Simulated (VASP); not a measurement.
OSZICAR of a VASP run on PbSe (rock salt):

OSZICAR:
```
       N       E                     dE             d eps       ncg     rms          rms(c)
DAV:   1     0.160496364983E+03    0.16050E+03   -0.96616E+03   818   0.145E+03
DAV:   2     0.465813764630E+01   -0.15584E+03   -0.15304E+03   866   0.357E+02
DAV:   3    -0.815223086108E+01   -0.12810E+02   -0.12733E+02  1046   0.104E+02
DAV:   4    -0.846380783508E+01   -0.31158E+00   -0.31147E+00   900   0.192E+01
DAV:   5    -0.847401398738E+01   -0.10206E-01   -0.10206E-01  1114   0.355E+00    0.276E+00
DAV:   6    -0.818401883037E+01    0.29000E+00   -0.77157E-01  1190   0.701E+00    0.156E+00
DAV:   7    -0.817933293441E+01    0.46859E-02   -0.12695E-01   944   0.200E+00    0.856E-01
DAV:   8    -0.818276443548E+01   -0.34315E-02   -0.13666E-02   878   0.155E+00    0.155E-01
DAV:   9    -0.818234293435E+01    0.42150E-03   -0.25508E-03  1264   0.596E-01    0.538E-02
DAV:  10    -0.818242258479E+01   -0.79650E-04   -0.21214E-04   872   0.112E-01    0.198E-02
DAV:  11    -0.818242877177E+01   -0.61870E-05   -0.76618E-05  1026   0.102E-01    0.654E-03
DAV:  12    -0.818242891642E+01   -0.14465E-06   -0.46609E-06   992   0.166E-02    0.272E-03
DAV:  13    -0.818242887511E+01    0.41315E-07   -0.58394E-07   938   0.662E-03
   1 F= -.89770737E+01 E0= -.89770737E+01  d E =0.000000E+00
```

Question: Which electronic solver shows in the log?

Answer: It is blocked Davidson (ALGO = Normal, or the opening steps of other solvers). The INCAR had ALGO = Normal.

Question: Can the final energy be trusted as converged?

Answer: The run converged. It stopped with EDIFF = 1E-7, NELM = 100 (PBE GGA with D4 dispersion, plane waves, VASP's PBE PAW potentials (set 64)).

The compound is PbSe in the rock salt structure. It was relaxed first.
